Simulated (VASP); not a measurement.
A run of VASP 6.6.1:

The input INCAR:

```
SYSTEM = LiH16ClO8
ALGO     = Normal         ! electronic algorithm
EDIFF    = 1E-7           ! SCF threshold, eV
ENCUT    = 520            ! plane-wave cutoff, eV
GGA      = PE             ! functional
ISIF     = 2              ! what is computed and relaxed
ISMEAR   = -1             ! smearing method
IVDW     = 12             ! dispersion correction
LASPH    = .True.         ! aspherical terms in the spheres
LCHARG   = .False.        ! write CHGCAR
LREAL    = Auto         
LWAVE    = .False.        ! write WAVECAR
NBANDS   = 56             ! bands
NELM     = 60             ! most SCF steps
PREC     = Accurate       ! precision mode
SIGMA    = 0.05           ! smearing width, eV
```

KPOINTS

```
k-points
0
Gamma
  1 1 1
  0 0 0
```

Contents of POSCAR:

```
LiH16ClO8
1.0
    7.1738770000      0.0000000000      0.0000000000
    0.0000000000      7.1738770000      0.0000000000
    0.0000000000      0.0000000000      7.1738770000
O H Li Cl
8 16 1 1
Direct
    0.7613038250      0.3621333346      0.2755553239
    0.5116619647      0.7297588180      0.9324246847
    0.1482880178      0.3619521216      0.8987748187
    0.4074087136      0.1620602082      0.1337212779
    0.8008779632      0.8093949757      0.2396751436
    0.5146171310      0.8994578524      0.4824448482
    0.4030038430      0.2044082997      0.6682579029
    0.9368016764      0.6650797052      0.7423600934
    0.8149986402      0.4790436190      0.2460036602
    0.6599639219      0.3449877939      0.1953058297
    0.4818036328      0.7669074895      0.8022719096
    0.3960201715      0.6665154699      0.9610702832
    0.0474778143      0.4339633925      0.8358520783
    0.2245787041      0.2986530157      0.7938942917
    0.4422294946      0.0879858966      0.0232231470
    0.4446410219      0.0879998361      0.2404975720
    0.9267234440      0.7639662626      0.2660346700
    0.7650117224      0.7715214521      0.1189454461
    0.4630968722      0.7830075704      0.4344791526
    0.6261049639      0.9182900683      0.4037286951
    0.4600023112      0.3237301113      0.6181037116
    0.4319142913      0.0902162108      0.5948108673
    0.9993341118      0.6770537047      0.6220903983
    0.8037773717      0.6846785915      0.7013920088
    0.1942046121      0.3441514261      0.1390879715
    0.1929361209      0.5973060313      0.3479708392
```

Potentials or basis: VASP PAW PBE potentials, release 64 (O, H, Li_sv, Cl).

Launch:

```console
$ cat potpaw_PBE.64/O/POTCAR potpaw_PBE.64/H/POTCAR potpaw_PBE.64/Li_sv/POTCAR potpaw_PBE.64/Cl/POTCAR > POTCAR
$ mpirun -np 1 vasp_gam > vasp.out
```

Hardware: 1 thread of Intel(R) Xeon(R) 6975P-C (Granite Rapids), with other jobs on the host.

Task: How long does it take, and how much memory?

Result: Run time: 40 s on 1 thread of Intel(R) Xeon(R) 6975P-C (Granite Rapids), with other jobs on the host, peak memory 0.39 GiB. Counts: scf iterations 18, k points 1.
